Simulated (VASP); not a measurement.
Computed with PBEsol GGA, VASP's PBE PAW potentials (set 64) (plane waves; VASP).

Input for VASP

INCAR:
```
# general
SYSTEM  = TiO2
PREC    = Accurate
ENCUT   = 520
LREAL   = .False.
LASPH   = .True.

# electronic loop
EDIFF   = 1E-6
NELM    = 100   # most electronic steps
ALGO    = Normal   # blocked Davidson
LMAXMIX = 4   # l cut-off of mixed one-centre charges

# smearing
ISMEAR  = 0
SIGMA   = 0.05   # width (eV)

# functional
GGA     = PS   # PBEsol

# ions
IBRION  = 2
NSW     = 60   # most ionic steps
ISIF    = 3
EDIFFG  = -0.02   # ionic stop

# output
LWAVE   = .False.
LCHARG  = .False.
```

File KPOINTS:
```
Regular mesh
0
G
  5 4 4
0 0 0
```

### POSCAR
```
TiO2
1
    4.5306879106     0.0000000000    -0.0000000000
    0.0000000000     5.5022367802     0.0000000000
   -0.0000000000     0.0000000000     4.8903859008
Ti O
4 8
Direct
  0.5000000000   0.6732125007   0.7500000000
  0.5000000000   0.3267874993   0.2500000000
  0.0000000000   0.8267874993   0.2500000000
  0.0000000000   0.1732125007   0.7500000000
  0.7285106784   0.6184761000   0.0813438169
  0.2714893216   0.3815239000   0.9186561831
  0.7714893216   0.8815239000   0.5813438169
  0.2285106784   0.1184761000   0.4186561831
  0.2285106784   0.8815239000   0.9186561831
  0.7714893216   0.1184761000   0.0813438169
  0.2714893216   0.6184761000   0.4186561831
  0.7285106784   0.3815239000   0.5813438169
```

POTCAR, in this order: Ti_sv O (PBE.64 set). Program: vasp_std.

The run wrote:

File OUTCAR:
```
 ion  position               nearest neighbor table
   1  0.500  0.673  0.750-   7 1.87   9 1.87   5 1.95  11 1.95   6 2.08  12 2.08
   2  0.500  0.327  0.250-   8 1.87  10 1.87   6 1.95  12 1.95  11 2.08   5 2.08
   3  0.000  0.827  0.250-   5 1.87  11 1.87   9 1.95   7 1.95  10 2.08   8 2.08
   4  0.000  0.173  0.750-   6 1.87  12 1.87  10 1.95   8 1.95   7 2.08   9 2.08
   5  0.729  0.618  0.081-   3 1.87   1 1.95   2 2.08
   6  0.271  0.382  0.919-   4 1.87   2 1.95   1 2.08
   7  0.771  0.882  0.581-   1 1.87   3 1.95   4 2.08
   8  0.229  0.118  0.419-   2 1.87   4 1.95   3 2.08
   9  0.229  0.882  0.919-   1 1.87   3 1.95   4 2.08
  10  0.771  0.118  0.081-   2 1.87   4 1.95   3 2.08
  11  0.271  0.618  0.419-   3 1.87   1 1.95   2 2.08
  12  0.729  0.382  0.581-   4 1.87   2 1.95   1 2.08
  LATTYP: Found a simple orthorhombic cell.
 ALAT       =     4.5306879106
 B/A-ratio  =     1.0793914737
 C/A-ratio  =     1.2144373854
 Subroutine PRICEL returns:
 Original cell was already a primitive cell.
 Subroutine GETGRP returns: Found  8 space group operations
The static configuration has the point symmetry S_2 .
 The point group associated with its full space group is D_2h.
The dynamic configuration has the point symmetry S_2 .
 Subroutine INISYM returns: Found  8 space group operations
 Subroutine IBZKPT returns following result:
...
```

File OSZICAR:
```
       N       E                     dE             d eps       ncg     rms          rms(c)
DAV:   1     0.153229905052E+04    0.15323E+04   -0.48099E+04  3078   0.202E+03
DAV:   2     0.187049273477E+03   -0.13452E+04   -0.12888E+04  3106   0.629E+02
DAV:   3    -0.120949696062E+03   -0.30800E+03   -0.29751E+03  4009   0.252E+02
DAV:   4    -0.143819636388E+03   -0.22870E+02   -0.22812E+02  4420   0.762E+01
DAV:   5    -0.145098880343E+03   -0.12792E+01   -0.12787E+01  4768   0.150E+01    0.463E+01
DAV:   6    -0.113288578279E+03    0.31810E+02   -0.21604E+02  4355   0.103E+02    0.181E+01
DAV:   7    -0.112598652278E+03    0.68993E+00   -0.32780E+01  4342   0.317E+01    0.112E+01
DAV:   8    -0.112630769342E+03   -0.32117E-01   -0.78622E+00  4257   0.190E+01    0.573E+00
DAV:   9    -0.112282653586E+03    0.34812E+00   -0.38152E+00  4366   0.126E+01    0.184E+00
DAV:  10    -0.112282295016E+03    0.35857E-03   -0.31829E-01  4373   0.318E+00    0.412E-01
DAV:  11    -0.112280127211E+03    0.21678E-02   -0.25555E-02  4200   0.897E-01    0.128E-01
DAV:  12    -0.112280426885E+03   -0.29967E-03   -0.14527E-03  4324   0.218E-01    0.852E-02
DAV:  13    -0.112280331914E+03    0.94970E-04   -0.54750E-04  4544   0.126E-01    0.145E-02
DAV:  14    -0.112280333649E+03   -0.17346E-05   -0.29464E-05  4292   0.366E-02    0.930E-03
DAV:  15    -0.112280334095E+03   -0.44627E-06   -0.44041E-06  2955   0.145E-02
   1 F= -.11228033E+03 E0= -.11228033E+03  d E =-.112280E+03
       N       E                     dE             d eps       ncg     rms          rms(c)
DAV:   1    -0.112280593974E+03   -0.26033E-03   -0.64940E-02  3628   0.270E+00    0.259E-01
DAV:   2    -0.112280826133E+03   -0.23216E-03   -0.12076E-02  3804   0.698E-01    0.143E-01
DAV:   3    -0.112280597464E+03    0.22867E-03   -0.17036E-03  3992   0.225E-01    0.578E-02
DAV:   4    -0.112280569942E+03    0.27522E-04   -0.43577E-04  4935   0.120E-01    0.321E-02
DAV:   5    -0.112280572854E+03   -0.29116E-05   -0.54455E-05  4568   0.474E-02    0.175E-02
DAV:   6    -0.112280578471E+03   -0.56174E-05   -0.14121E-05  4393   0.156E-02    0.822E-03
DAV:   7    -0.112280578680E+03   -0.20923E-06   -0.44765E-06  3379   0.107E-02
   2 F= -.11228058E+03 E0= -.11228058E+03  d E =-.244585E-03
       N       E                     dE             d eps       ncg     rms          rms(c)
DAV:   1    -0.112280585362E+03   -0.68911E-05   -0.42699E-03  3632   0.694E-01    0.665E-02
DAV:   2    -0.112280601444E+03   -0.16082E-04   -0.79235E-04  3757   0.179E-01    0.364E-02
DAV:   3    -0.112280586650E+03    0.14794E-04   -0.11142E-04  3962   0.576E-02    0.147E-02
DAV:   4    -0.112280584667E+03    0.19837E-05   -0.28611E-05  4920   0.306E-02    0.828E-03
DAV:   5    -0.112280584526E+03    0.14024E-06   -0.31623E-06  2711   0.121E-02
   3 F= -.11228058E+03 E0= -.11228058E+03  d E =-.250431E-03
       N       E                     dE             d eps       ncg     rms          rms(c)
DAV:   1    -0.112280306168E+03    0.27850E-03   -0.31138E-02  3622   0.210E+00    0.108E-01
DAV:   2    -0.112280778338E+03   -0.47217E-03   -0.66785E-03  3256   0.471E-01    0.674E-02
DAV:   3    -0.112280761719E+03    0.16619E-04   -0.43895E-04  4278   0.127E-01    0.299E-02
DAV:   4    -0.112280755723E+03    0.59962E-05   -0.65022E-05  4852   0.511E-02    0.155E-02
DAV:   5    -0.112280754862E+03    0.86095E-06   -0.15754E-05  4094   0.249E-02    0.767E-03
DAV:   6    -0.112280755805E+03   -0.94245E-06   -0.11367E-06  2169   0.831E-03
   4 F= -.11228076E+03 E0= -.11228076E+03  d E =-.171278E-03
```

### OUTCAR
```
------------------------ aborting loop because EDIFF is reached ----------------------------------------
  FORCE on cell =-STRESS in cart. coord.  units (eV):
  Direction    XX          YY          ZZ          XY          YZ          ZX
  --------------------------------------------------------------------------------------
  Total       -0.0784740     -0.0861578     -0.1502553      0.0000000      0.0000000     -0.0000000
  in kB       -1.0301734     -1.1310439     -1.9724884      0.0000000      0.0000000     -0.0000000
  external PRESSURE =      -1.3779019 kB  Pullay stress =       0.0000000 kB
  volume of cell :      122.05
      direct lattice vectors                 reciprocal lattice vectors
     4.538061685  0.000000000 -0.000000000     0.220358397  0.000000000 -0.000000000
     0.000000000  5.500165280  0.000000000     0.000000000  0.181812718  0.000000000
     0.000000000  0.000000000  4.889672658     0.000000000  0.000000000  0.204512668
 POSITION                                       TOTAL-FORCE (eV/Angst)
 -----------------------------------------------------------------------------------
      2.26903      3.70551      3.66725        -0.000000      0.015116      0.000000
      2.26903      1.79466      1.22242         0.000000     -0.015116      0.000000
      0.00000      4.54474      1.22242         0.000000     -0.015116      0.000000
      0.00000      0.95543      3.66725        -0.000000      0.015116      0.000000
      3.30580      3.40138      0.39824        -0.009025     -0.003207     -0.003387
      1.23227      2.09879      4.49143         0.009025      0.003207      0.003387
      3.50130      4.84887      2.84308         0.009025      0.003207     -0.003387
      1.03677      0.65129      2.04659        -0.009025     -0.003207      0.003387
      1.03677      4.84887      4.49143        -0.009025      0.003207      0.003387
      3.50130      0.65129      0.39824         0.009025     -0.003207     -0.003387
      1.23227      3.40138      2.04659         0.009025     -0.003207      0.003387
      3.30580      2.09879      2.84308        -0.009025      0.003207     -0.003387
 -----------------------------------------------------------------------------------
    total drift:                                0.000000     -0.000000     -0.000000
  FREE ENERGIE OF THE ION-ELECTRON SYSTEM (eV)
  ---------------------------------------------------
  free  energy   TOTEN  =      -112.2807558047 eV

  energy  without entropy=     -112.2807558047  energy(sigma->0) =     -112.28075580

 reached required accuracy - stopping structural energy minimisation
```
(Selected blocks of OUTCAR.)

### CONTCAR
```
TiO2
   1.00000000000000
     4.5380616850287465    0.0000000000000000   -0.0000000000000000
     0.0000000000000000    5.5001652801106973    0.0000000000000000
     0.0000000000000000    0.0000000000000000    4.8896726579859591
  Ti              O
     4     8
Direct
     0.5000000000000000    0.6737086538291783    0.7500000000000000
     0.5000000000000000    0.3262913461708288    0.2500000000000000
     0.0000000000000000    0.8262913461708217    0.2500000000000000
     0.0000000000000000    0.1737086538291712    0.7500000000000000
     0.7284600321875370    0.6184132961022201    0.0814460655936370
     0.2715399678124630    0.3815867038977799    0.9185539344063630
     0.7715399678124630    0.8815867038977799    0.5814460655936370
     0.2284600321875370    0.1184132961022201    0.4185539344063630
     0.2284600321875370    0.8815867038977799    0.9185539344063630
     0.7715399678124630    0.1184132961022201    0.0814460655936370
     0.2715399678124630    0.6184132961022201    0.4185539344063630
     0.7284600321875370    0.3815867038977799    0.5814460655936370
```

The structure comes from a computed database's TiO2 entry (Pbcn); how it stands against other phases isn't given here. This run relaxes it. Symmetry was kept, so distortions that lower it aren't found. The start is the result of an earlier pass.
